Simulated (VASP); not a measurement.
Consider the following.

```yaml
crystal:
  lattice:
    - [1.34486, -2.32936, 0.00000]
    - [1.34486, 2.32936, 0.00000]
    - [0.00000, 0.00000, 4.24213]
  atoms:
    - { symbol: Ru, position: [0.33333, 0.66667, 0.25000] }
    - { symbol: Ru, position: [0.66667, 0.33333, 0.75000] }
```

Calculation: PBEsol GGA, VASP's PBE PAW potentials (set 64) (plane waves; VASP 6.6.1). Run with 400 eV cut-off, 17×17×10 Γ-centred mesh, tetrahedra with Blöchl corrections, potentials Ru_pv.

**Question.** The job: Ru (hcp), 2 atoms, PBEsol, static run, 400 eV, 17×17×10 Γ-centred mesh. Roughly how much core time does it take on a busy server core?

**Answer.** About 20 core-seconds (one run on a shared machine, a rough figure). It had 198 irreducible k-points, 18 bands, up to 500 plane waves and 14 electronic steps.

The compound is Ru in the hcp structure. It was relaxed first.
